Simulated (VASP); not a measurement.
Consider the following.

```xyz
5
Lattice="6.2762 0.0000 0.0000 0.0000 6.2762 0.0000 0.0000 0.0000 6.2762" Properties=species:S:1:pos:R:3 pbc="T T T"
Cs     3.1381     3.1381     3.1381
Sn     0.0000     0.0000     0.0000
I      3.1381     0.0000     0.0000
I      0.0000     3.1381     0.0000
I      0.0000     0.0000     3.1381
```

These are revPBE GGA, VASP's PBE PAW potentials (set 64) (plane waves; VASP) values and carry that method's errors. Numerical set-up: 300 eV cut-off, 6×6×6 Γ-centred mesh, Gaussian smearing of 0.020 eV, potentials Cs_sv Sn_d I.

At this cut-off the stress carries a Pulay error, which pulls relaxed volumes low. Energy and stress use the plane-wave basis of the starting cell.

**Question.** The ions, cell shape and volume are relaxed. Predict the relaxed structure.

**Answer.** 
```xyz
5
Lattice="6.3942 0.0000 0.0000 0.0000 6.3942 0.0000 0.0000 0.0000 6.3942" Properties=species:S:1:pos:R:3 pbc="T T T"
Cs     3.1971     3.1971     3.1971
Sn     0.0000     0.0000     0.0000
I      3.1971     0.0000     0.0000
I      0.0000     3.1971     0.0000
I      0.0000     0.0000     3.1971
```
Space group Pm-3m (221), at a tolerance of 0.03 Å.

**Question.** How do energy and volume change from the first to the last step?

**Answer.** The energy (σ→0) changes by -6.8 meV/atom and the volume by +5.7 %, in 3 ionic steps.

The structure comes from a computed database's CsSnI3 entry; how it stands against other phases isn't given here. This run relaxes it. Symmetry was kept, so distortions that lower it aren't found. The run is one of a series of settings (EDIFFG = -0.01, GGA = RE, IBRION = 2, ISIF = 3, NSW = 50 against the base run), some of them coarse on purpose.
